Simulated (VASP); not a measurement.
# Lu3AlN4 (P4/mmm) in VASP: notebook

The runs below take Lu3AlN4 through relaxation of cell and atoms, with PBE.

All numbers are computed with VASP 6.6.1; they aren't measurements. Logs are shortened: lines on timing, memory, paths and dates and some standing lists are left out, and cuts for length are marked.

## 1. The crystal as given

The structure is tetragonal, space group P4/mmm (No. 123). The conventional cell has a = 5.198 Å, b = 5.198 Å, c = 4.673 Å, α = 90.00°, β = 90.00°, γ = 90.00°. Around Lu (site symmetry mmm) lie 2 Lu at 2.60 Å and 2 Al at 2.60 Å and 4 N at 2.66 Å. Lu (site symmetry 4/mmm) is surrounded by 4 Lu at 2.60 Å and 8 N at 2.69 Å. Al (site symmetry 4/mmm) is surrounded by 4 Lu at 2.60 Å. Around N (site symmetry m2m) lie 2 N at 1.87 Å.

The cell was built by a generator and needn't be a form met in nature.

## 2. Relaxation of cell and atoms, PBE

Input file INCAR:

```
ALGO = Fast
EDIFF = 1E-4
EDIFFG = -0.08
ENCUT = 520
GGA = PE
IBRION = 2
ISIF = 3
ISMEAR = 0
LASPH = True
LCHARG = False
LREAL = False
LWAVE = False
NELM = 60
NSW = 24
PREC = Normal
SIGMA = 0.15
```

Input file KPOINTS:

```
k-points
0
Gamma
  3 3 3
```

Input file POSCAR:

```
Lu3AlN4
1.0
    5.1981008600      0.0000000000      0.0000000000
    0.0000000000      5.1981008600      0.0000000000
    0.0000000000      0.0000000000      4.6733491900
Lu Al N
3 1 4
Direct
    0.0000000000      0.5000000000      0.5000000000
    0.5000000000      0.0000000000      0.5000000000
    0.0000000000      0.0000000000      0.5000000000
    0.5000000000      0.5000000000      0.5000000000
    0.7455418500      0.0000000000      0.0000000000
    0.2544581500      0.0000000000      0.0000000000
    0.0000000000      0.7455418500      0.0000000000
    0.0000000000      0.2544581500      0.0000000000
```

Potentials or basis: VASP PAW PBE potentials, release 64 (Lu, Al, N).

Started as:

```
$ cat potpaw_PBE.64/Lu/POTCAR potpaw_PBE.64/Al/POTCAR potpaw_PBE.64/N/POTCAR > POTCAR
$ mpirun -np 4 vasp_std > vasp.out
```

OUTCAR:

```text
EDIFF = 1E-4
   EDIFFG = -0.08
   ENCUT = 520
   GGA = PE
   IBRION = 2
   ISIF = 3
   ISMEAR = 0
   LASPH = True
   LREAL = False
   NELM = 60
   NSW = 24
   PREC = Normal

 ion  position               nearest neighbor table
   1  0.000  0.500  0.500-   3 2.60   4 2.60   3 2.60   4 2.60   7 2.66   8 2.66   7 2.66   8 2.66
                             2 3.68   2 3.68   2 3.68   2 3.68
   2  0.500  0.000  0.500-   3 2.60   4 2.60   4 2.60   3 2.60   5 2.66   6 2.66   5 2.66   6 2.66
                             1 3.68   1 3.68   1 3.68   1 3.68
   3  0.000  0.000  0.500-   1 2.60   2 2.60   1 2.60   2 2.60   7 2.69   8 2.69   5 2.69   6 2.69
                             7 2.69   8 2.69   5 2.69   6 2.69
   4  0.500  0.500  0.500-   1 2.60   2 2.60   2 2.60   1 2.60
   5  0.746  0.000  0.000-   2 2.66   2 2.66   3 2.69   3 2.69
   6  0.254  0.000  0.000-   2 2.66   2 2.66   3 2.69   3 2.69
   7  0.000  0.746  0.000-   1 2.66   1 2.66   3 2.69   3 2.69
   8  0.000  0.254  0.000-   1 2.66   1 2.66   3 2.69   3 2.69

  LATTYP: Found a simple tetragonal cell.
 ALAT       =     5.1981008600
 C/A-ratio  =     0.8990493482

  Lattice vectors:

 A1 = (   5.1981008600,   0.0000000000,   0.0000000000)
 A2 = (   0.0000000000,   5.1981008600,   0.0000000000)
 A3 = (   0.0000000000,   0.0000000000,   4.6733491900)

Analysis of symmetry for initial positions (statically):
=====================================================================
 Subroutine PRICEL returns:
 Original cell was already a primitive cell.

 Routine SETGRP: Setting up the symmetry group for a
 simple tetragonal supercell.

 Subroutine GETGRP returns: Found 16 space group operations
 (whereof 16 operations were pure point group operations)
 out of a pool of 16 trial point group operations.

The static configuration has the point symmetry D_4h.

Analysis of symmetry for dynamics (positions and initial velocities):
=====================================================================
 Subroutine PRICEL returns:
 Original cell was already a primitive cell.

 Routine SETGRP: Setting up the symmetry group for a
 simple tetragonal supercell.

 Subroutine GETGRP returns: Found 16 space group operations
 (whereof 16 operations were pure point group operations)
 out of a pool of 16 trial point group operations.

The dynamic configuration has the point symmetry D_4h.

 Subroutine INISYM returns: Found 16 space group operations
 (whereof 16 operations are pure point group operations),
 and found     1 'primitive' translations

----------------------------------------------------------------------------------------

                                     Primitive cell

  volume of cell :     126.2751

  direct lattice vectors                    reciprocal lattice vectors
     5.198100860  0.000000000  0.000000000     0.192377952  0.000000000  0.000000000
     0.000000000  5.198100860  0.000000000     0.000000000  0.192377952  0.000000000
     0.000000000  0.000000000  4.673349190     0.000000000  0.000000000  0.213979302

  length of vectors
     5.198100860  5.198100860  4.673349190     0.192377952  0.192377952  0.213979302

  position of ions in fractional coordinates (direct lattice)
     0.000000000  0.500000000  0.500000000
     0.500000000  0.000000000  0.500000000
     0.000000000  0.000000000  0.500000000
     0.500000000  0.500000000  0.500000000
     0.745541850  0.000000000  0.000000000
     0.254458150  0.000000000  0.000000000
     0.000000000  0.745541850  0.000000000
     0.000000000  0.254458150  0.000000000

  ion indices of the primitive-cell ions
   primitive index   ion index
                 1           1
                 2           2
                 3           3
                 4           4
                 5           5
                 6           6
                 7           7
                 8           8

----------------------------------------------------------------------------------------

 KPOINTS: k-points

Automatic generation of k-mesh.
 Grid dimensions read from file:
 generate k-points for:    3    3    3

 Generating k-lattice:

  Cartesian coordinates                     Fractional coordinates (reciprocal lattice)
     0.064125984  0.000000000  0.000000000     0.333333333  0.000000000  0.000000000
     0.000000000  0.064125984  0.000000000     0.000000000  0.333333333  0.000000000
     0.000000000  0.000000000  0.071326434     0.000000000  0.000000000  0.333333333

  Length of vectors
     0.064125984  0.064125984  0.071326434

  Shift w.r.t. Gamma in fractional coordinates (k-lattice)
     0.000000000  0.000000000  0.000000000

 Subroutine IBZKPT returns following result:
 ===========================================

 Found      6 irreducible k-points:

 Following reciprocal coordinates:
            Coordinates               Weight
  0.000000  0.000000  0.000000      1.000000
  0.333333  0.000000  0.000000      4.000000
  0.333333  0.333333  0.000000      4.000000
  0.000000  0.000000  0.333333      2.000000
  0.333333  0.000000  0.333333      8.000000
  0.333333  0.333333  0.333333      8.000000
   k-points           NKPTS =      6   k-points in BZ     NKDIM =      6   number of bands    NBANDS=     60
   number of dos      NEDOS =    301   number of ions     NIONS =      8
   total plane-waves  NPLWV =  25200
   dimension x,y,z NGX =    30 NGY =   30 NGZ =   28
   dimension x,y,z NGXF=    60 NGYF=   60 NGZF=   56
   ions per type =               3   1   4
   NGX,Y,Z   is equivalent  to a cutoff of   9.59,  9.59,  9.96 a.u.
   NGXF,Y,Z  is equivalent  to a cutoff of  19.19, 19.19, 19.92 a.u.
 SYSTEM =  unknown system
   PREC   = normal    normal or accurate (medium, high low for compatibility)
   ISTART =      0    job   : 0-new  1-cont  2-samecut
   ICHARG =      2    charge: 1-file 2-atom 10-const
   ISPIN  =      1    spin polarized calculation?
   LNONCOLLINEAR =      F non collinear calculations
   LSORBIT =      F    spin-orbit coupling
   LASPH  =      T    aspherical Exc in radial PAW
   ENCUT  =  520.0 eV  38.22 Ry    6.18 a.u.   9.67  9.67  8.69*2*pi/ulx,y,z
   NELM   =     60;   NELMIN=  2; NELMDL= -5     # of ELM steps
   EDIFF  = 0.1E-03   stopping-criterion for ELM
   LREAL  =      F    real-space projection
   EDIFFG = -.8E-01   stopping-criterion for IOM
   NSW    =     24    number of steps for IOM
   IBRION =      2    ionic relax: 0-MD 1-quasi-New 2-CG
   NFREE  =      1    steps in history (QN), initial steepest desc. (CG)
   ISIF   =      3    stress and relaxation
   ISYM   =      2    0-nonsym 1-usesym 2-fastsym
   POTIM  = 0.5000    time-step for ionic-motion
   TEBEG  =    0.0;   TEEND  =   0.0 temperature during run
   PSTRESS=    0.0 pullay stress
   NELECT =      98.0000    total number of electrons
   NUPDOWN=      -1.0000    fix difference up-down
   EMIN   =  10.00;   EMAX   =-10.00  energy-range for DOS
   EFERMI =   0.00;   METHOD = LEGACY
   ISMEAR =     0;   SIGMA  =   0.15  broadening in eV -4-tet -1-fermi 0-gaus
   EFERMI_NEDOS =   21; number of points for ismear=-14 and -15
   IALGO  =     68    algorithm
   IMIX   =      4    mixing-type and parameters
     AMIX     =   0.40;   BMIX     =  1.00
     AMIX_MAG =   1.60;   BMIX_MAG =  1.00
  volume/ion in A,a.u.               =      15.78       106.52
  Fermi-wavevector in a.u.,A,eV,Ry     =   1.504450  2.842998 30.794999  2.263369
  Thomas-Fermi vector in A             =   2.615428
   LORBIT       =      0    0 simple, 1 ext, 2 COOP (PROOUT), +10 PAW based schemes
   GGA     = PE    functional components
   LHFCALC =     F    Hartree Fock is set to
   AEXX    =    0.0000 exact exchange contribution
   IVDW    =     0    specifies the selected vdW correction
   LEPSILON=     F    determine dielectric tensor
   LRPA    =     F    only Hartree local field effects (RPA)
 conjugate gradient relaxation of ions
 non-spin polarized calculation
 RMM-DIIS sequential band-by-band and
 Gauss-broadening in eV      SIGMA  =   0.15
  energy-cutoff  :      520.00
  volume of cell :      126.28
 maximum number of plane-waves:      3418
   NGX = 19   NGY = 19   NGZ = 17

--------------------------------------- Ionic step        1  -------------------------------------------

 number of electron      98.0000080 magnetization

 Free energy of the ion-electron system (eV)
  ---------------------------------------------------
  ext. energy  EPLUGINS =         0.00000000
  ---------------------------------------------------
  free energy    TOTEN  =       -40.86438359 eV

  energy without entropy =      -40.82503265  energy(sigma->0) =      -40.84470812

------------------------ aborting loop because EDIFF is reached ----------------------------------------

  FORCE on cell =-STRESS in cart. coord.  units (eV):
  Direction    XX          YY          ZZ          XY          YZ          ZX
  --------------------------------------------------------------------------------------
  -------------------------------------------------------------------------------------
  Total       12.5667968     12.5667968    -32.1150235      0.0000000     -0.0000000     -0.0000000
  in kB      159.4474362    159.4474362   -407.4752078      0.0000000     -0.0000000     -0.0000000
  external PRESSURE =     -29.5267785 kB  Pullay stress =       0.0000000 kB
[... 107 lines left out ...]
  FREE ENERGIE OF THE ION-ELECTRON SYSTEM (eV)
  ---------------------------------------------------
  free  energy   TOTEN  =       -47.3695841720 eV

  energy  without entropy=      -47.3247529636  energy(sigma->0) =      -47.34716857

 E-fermi :   2.7032     XC(G=0): -10.7017

 val. band max:        2.6598494784   @ k =   0.3333   0.0000   0.3333
 cond. band min:       2.7936226165   @ k =   0.3333   0.0000   0.0000
 fundamental gap:      0.1337731381
 Fermi energy:         2.7032021523

 k-point     1 :       0.0000    0.0000    0.0000
  band No.  band energies     occupation
      1     -52.0755      2.00000
      2     -52.0747      2.00000
      3     -51.4876      2.00000
      4     -23.1234      2.00000
      5     -23.1234      2.00000
      6     -23.0634      2.00000
[... 367 lines left out ...]
     59      38.8661      0.00000
     60      50.5592      0.00000

[... ionic steps 4 to 13 ...]

--------------------------------------- Ionic step       14  -------------------------------------------

 number of electron      97.9999571 magnetization

------------------------ aborting loop because EDIFF is reached ----------------------------------------

  FORCE on cell =-STRESS in cart. coord.  units (eV):
  Direction    XX          YY          ZZ          XY          YZ          ZX
  --------------------------------------------------------------------------------------
  -------------------------------------------------------------------------------------
  Total        1.2808133      1.2808133      5.5899169      0.0000000      0.0000000      0.0000000
  in kB       15.2291029     15.2291029     66.4651276      0.0000000      0.0000000      0.0000000
  external PRESSURE =      32.3077778 kB  Pullay stress =       0.0000000 kB
[... 69 lines left out ...]
  energy  without entropy=      -50.6791690154  energy(sigma->0) =      -50.71927437

--------------------------------------- Ionic step       16  -------------------------------------------

 number of electron      97.9999591 magnetization

 Free energy of the ion-electron system (eV)
  ---------------------------------------------------
  ext. energy  EPLUGINS =         0.00000000
  ---------------------------------------------------
  free energy    TOTEN  =       -50.77446241 eV

  energy without entropy =      -50.69429720  energy(sigma->0) =      -50.73437980

 E-fermi :   2.4820     XC(G=0): -10.5232

 val. band max:        2.4378065274   @ k =   0.3333   0.0000   0.0000
 cond. band min:       2.4846778546   @ k =   0.3333   0.0000   0.0000
 fundamental gap:      0.0468713272
 Fermi energy:         2.4819613074

 k-point     1 :       0.0000    0.0000    0.0000
  band No.  band energies     occupation
      1     -52.3698      2.00000
      2     -52.3690      2.00000
      3     -51.8688      2.00000
      4     -23.3777      2.00000
      5     -23.3777      2.00000
      6     -23.3383      2.00000
[... 402 lines left out ...]
  FREE ENERGIE OF THE ION-ELECTRON SYSTEM (eV)
  ---------------------------------------------------
  free  energy   TOTEN  =       -50.7744624065 eV

  energy  without entropy=      -50.6942971996  energy(sigma->0) =      -50.73437980

 reached required accuracy - stopping structural energy minimisation
```

It took 3.3 min on 4 MPI ranks of Intel Xeon 6975P-C (Granite Rapids), shared host; peak memory 0.14 GiB.

Results:

| Item | Value |
| --- | --- |
| Free energy | -50.7745 eV |
| Relaxed volume | 17.12 Å³/atom |
| Relaxed cell | a = 6.520 Å, b = 6.520 Å, c = 3.223 Å, α = 90.00°, β = 90.00°, γ = 90.00° |
| Space group after relaxing (to 0.05 Å) | P4/mmm (No. 123) |
| Energy gained by relaxing | 1238.8 meV/atom |
| Ionic steps | 16 |
| Pressure after relaxing | -0.1 GPa |
| Largest force after relaxing | 0.021 eV/Å |
| Band gap on the k mesh | none (metal or under the smearing width) |

Forces on the atoms (eV/Å):
```
Lu   0.000  0.000  0.000
Lu   0.000  0.000  0.000
Lu   0.000  0.000  0.000
Al   0.000  0.000  0.000
N    0.021  0.000  0.000
N   -0.021  0.000  0.000
N    0.000  0.021  0.000
N    0.000 -0.021  0.000
```

Stress tensor (GPa, compression positive):
```
-0.23  0.00  0.00
 0.00 -0.23  0.00
 0.00  0.00  0.16
```

The path:
```
step  energy change (eV)  largest force (eV/Å)  pressure (GPa)  volume (Å³)
   1              0.0000                2.9293           -2.95       126.28
   2             -6.4083                0.1091           10.05       117.84
   3             -6.5052                1.4155            9.79       115.60
   4             -6.5251                1.2262           15.48       115.91
   5             -7.8230                1.7311          -23.26       139.67
   6             -7.7775                1.9415           -0.35       133.06
   7             -7.8320                1.9736            0.74       134.26
   8             -7.9886                2.0241           -1.72       136.95
   9             -8.0218                2.0274           -1.74       138.30
  10             -8.0427                1.9706           -3.63       138.98
  11             -9.2743                1.5707           -2.17       143.02
  12             -9.4513                1.2950           -5.34       144.35
  13             -9.7789                0.0802            4.83       131.87
  14             -9.8240                0.4917            3.23       134.75
  15             -9.8950                0.2813           -0.57       138.00
  16             -9.9101                0.0214           -0.10       137.00
```

Final structure:
```
CELL_PARAMETERS angstrom
6.51980 0.00000 0.00000
0.00000 6.51980 0.00000
0.00000 0.00000 3.22289
ATOMIC_POSITIONS crystal
Lu 0.00000 0.50000 0.50000
Lu 0.50000 0.00000 0.50000
Lu 0.00000 0.00000 0.50000
Al 0.50000 0.50000 0.50000
N 0.73239 0.00000 0.00000
N 0.26761 0.00000 0.00000
N 0.00000 0.73239 0.00000
N 0.00000 0.26761 0.00000
```

Caveat: the k mesh is coarse (spacing up to 0.45 Å⁻¹), so the values aren't converged; the relaxation stopped at a loose force limit of 0.08 eV/Å, so its end isn't a converged minimum. Spin-orbit coupling is left out, which matters for the levels of Lu.

## 3. Relaxation of cell and atoms, PBE

This run uses another cell than the first one, of 15.16 Å³/atom, 0.961 times its volume.

Edit INCAR of step 2 so:

```diff
@@ -8,2 +8,3 @@
 ISMEAR = 0
+KPAR = 4
 LASPH = True
```

Input file KPOINTS:

```
k-points
0
Gamma
  4 4 4
```

Input file POSCAR:

```
Lu3AlN4
1.0
   -2.4750000000      2.4750000000      4.9500000000
    2.4750000000     -2.4750000000      4.9500000000
    2.4750000000      2.4750000000     -4.9500000000
Lu Al N
3 1 4
Direct
    0.7500000000      0.2500000000      0.5000000000
    0.2500000000      0.7500000000      0.5000000000
    0.5000000000      0.5000000000      0.0000000000
    0.0000000000      0.0000000000      0.0000000000
    0.7600000000      0.7600000000      0.0000000000
    0.2400000000      0.2400000000      0.0000000000
    0.0000000000      0.5000000000      0.5000000000
    0.5000000000      0.0000000000      0.5000000000
```

Potentials or basis: VASP PAW PBE potentials, release 64 (Lu, Al, N).

Started as:

```
$ cat potpaw_PBE.64/Lu/POTCAR potpaw_PBE.64/Al/POTCAR potpaw_PBE.64/N/POTCAR > POTCAR
$ mpirun -np 4 vasp_std > vasp.out
```

Wall time 8.9 min (4 MPI ranks of Intel Xeon 6975P-C (Granite Rapids), shared host); peak memory 0.3 GiB.

It converged, with:

```
Free energy                            : -62.1242 eV
Relaxed volume                         : 12.61 Å³/atom
Relaxed cell                           : a = 5.645 Å, b = 5.645 Å, c = 5.645 Å, α = 130.78°, β = 130.78°, γ = 72.16°
Space group after relaxing (to 0.05 Å) : I4/mmm (No. 139)
Energy gained by relaxing              : 217.1 meV/atom
Ionic steps                            : 18
Pressure after relaxing                : -0.3 GPa
Largest force after relaxing           : 0.011 eV/Å
Band gap on the k mesh                 : 0.34 eV, direct
```

Forces on the atoms (eV/Å):
```
Lu   0.000  0.000  0.000
Lu   0.000  0.000  0.000
Lu   0.000  0.000  0.000
Al   0.000  0.000  0.000
N    0.000  0.000 -0.011
N    0.000  0.000  0.011
N    0.000  0.000  0.000
N    0.000  0.000  0.000
```

Stress tensor (GPa, compression positive):
```
-0.37  0.00  0.00
 0.00 -0.37  0.00
 0.00  0.00 -0.04
```

Step by step:
```csv
step,energy change (eV),largest force (eV/Å),pressure (GPa),volume (Å³)
1,0.0000,0.0254,-26.83,121.29
2,5990.3481,114.0612,650.87,81.95
3,301.3858,2.1164,-169.11,118.72
4,6.3718,0.0732,-53.17,107.74
5,1.2887,0.3672,-5.30,103.94
6,-0.1191,0.2237,-6.72,103.54
7,-1.2468,0.6113,18.49,92.33
8,3.4709,0.7688,22.39,100.12
9,-1.6708,0.3415,-2.28,102.69
10,-1.6789,0.3471,-4.38,102.30
11,-1.6915,0.3743,-1.04,101.20
12,-1.6932,0.3837,-0.31,100.83
13,-1.7171,0.3373,0.03,100.77
14,-1.7248,0.2748,0.11,100.69
15,-1.7351,0.0922,-0.33,100.80
16,-1.7366,0.0252,-0.58,100.83
17,-1.7353,0.1144,0.48,100.91
18,-1.7369,0.0107,-0.26,100.86
```

Final structure:
```xyz
8
Lattice="-2.3509 2.3509 4.5624 2.3509 -2.3509 4.5624 2.3509 2.3509 -4.5624" Properties=species:S:1:pos:R:3 pbc="T T T"
Lu    0.0000    2.3509    2.2812
Lu    2.3509    0.0000    2.2812
Lu    0.0000    0.0000    4.5624
Al    0.0000    0.0000    0.0000
N     0.0000    0.0000    7.0065
N     0.0000    0.0000    2.1183
N     2.3509    0.0000    0.0000
N     0.0000    2.3509    0.0000
```

Levels at points of the mesh, in eV from the valence-band top:
| k point | band 46 | band 47 | band 48 | band 49 | band 50 | band 51 | band 52 | band 53 |
| --- | --- | --- | --- | --- | --- | --- | --- | --- |
| (0.00, 0.00, 0.00) | -0.82 | -0.05 | -0.05 | 0.00 | 0.34 | 1.87 | 3.17 | 3.18 |
| (0.50, 0.00, 0.00) | -1.76 | -1.40 | -1.26 | -1.08 | 2.28 | 4.13 | 4.22 | 4.52 |
| (0.50, 0.50, 0.00) | -2.64 | -2.07 | -1.38 | -1.25 | 4.39 | 4.62 | 4.87 | 5.08 |
| (0.50, 0.50, 0.50) | -0.71 | -0.67 | -0.67 | -0.33 | 0.49 | 0.49 | 1.20 | 2.48 |

Caveat: the k mesh is coarse (spacing up to 0.45 Å⁻¹), so the values aren't converged; the volume moved by over 15 % at a fixed basis, so the end points are rough; spin-orbit coupling is left out, which moves the levels of the heavy elements; the relaxation stopped at a loose force limit of 0.08 eV/Å, so its end isn't a converged minimum.

[end of part 1 of 3]
